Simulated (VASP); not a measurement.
Shape and ions are relaxed at each volume.

Energy against volume of Zr (hcp). Calculation: LDA (Ceperley-Alder, Perdew-Zunger), VASP's LDA PAW potentials (set 64) (plane waves; VASP).

```tsv
V (Å³/atom)	E (eV/atom)
20.500	-9.26406
21.155	-9.28456
21.809	-9.29097
22.463	-9.28518
23.117	-9.26829
```

Fit a third-order Birch-Murnaghan equation of state.

* **volume per atom**: 21.81 Å³/atom
* **bulk modulus**: 101 GPa
* **pressure derivative of the bulk modulus**: 3.03

The compound is Zr in the hcp structure. It was relaxed first, which changed the volume by -6 %.
